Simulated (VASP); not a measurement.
Given:

```
CELL_PARAMETERS angstrom
      0.00000     2.53530     2.53530
      2.53530     0.00000     2.53530
      2.53530     2.53530     0.00000
ATOMIC_POSITIONS crystal
  Gd 0.00000 0.00000 0.00000
  N  0.50000 0.50000 0.50000
```

Method: TPSS meta-GGA, VASP's PBE PAW potentials (set 64) (plane waves; VASP). Settings: 520 eV cut-off, 13×13×13 Γ-centred mesh, first-order Methfessel-Paxton smearing of 0.10 eV, potentials Gd_3 N.

The 4f electrons are frozen in the core of the lanthanide potential, so 4f levels, which can set the real gap, and their magnetism are missing.

Predict the energy per atom (σ→0), pressure.

| Quantity | Result |
|---|---|
| energy per atom (σ→0) | -1093.0 kJ/mol of atoms |
| pressure | -8.26 GPa |

Only differences to runs with the same potentials and settings are physical.

The compound is GdN in the rock salt structure. This cell is one point of a volume scan, at 1.06 of the reference volume.
